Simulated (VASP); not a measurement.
Data:

```
CELL_PARAMETERS angstrom
      3.33650     0.00000     0.00000
      0.00000     3.33650     0.00000
      0.00000     0.00000     3.33650
ATOMIC_POSITIONS crystal
  Gd 0.00000 0.00000 0.00000
```

Computed with r2SCAN meta-GGA, VASP's PBE PAW potentials (set 64) (plane waves; VASP 6.6.1). Run with 400 eV cut-off, 10×10×10 Γ-centred mesh, first-order Methfessel-Paxton smearing of 0.10 eV, potentials Gd_3.

The 4f electrons are frozen in the core of the lanthanide potential, so 4f levels, which can set the real gap, and their magnetism are missing. Energy and stress use the plane-wave basis of the starting cell.

Q: The ions, cell shape and volume are relaxed. What does this cell relax into?

A: 
```
CELL_PARAMETERS angstrom
      3.21534     0.00000     0.00000
      0.00000     3.21534     0.00000
      0.00000     0.00000     3.21534
ATOMIC_POSITIONS crystal
  Gd 0.00000 0.00000 0.00000
```
Space group Pm-3m (221), at a tolerance of 0.03 Å.

Q: How do energy and volume change from the first to the last step?

A: The energy (σ→0) changes by -24.9 meV/atom and the volume by -10.5 %, in 3 ionic steps.

The structure was generated: Gd was put into the simple-cubic type (Pm-3m), which need not be its known phase. This run relaxes it. Symmetry was kept, so distortions that lower it aren't found.
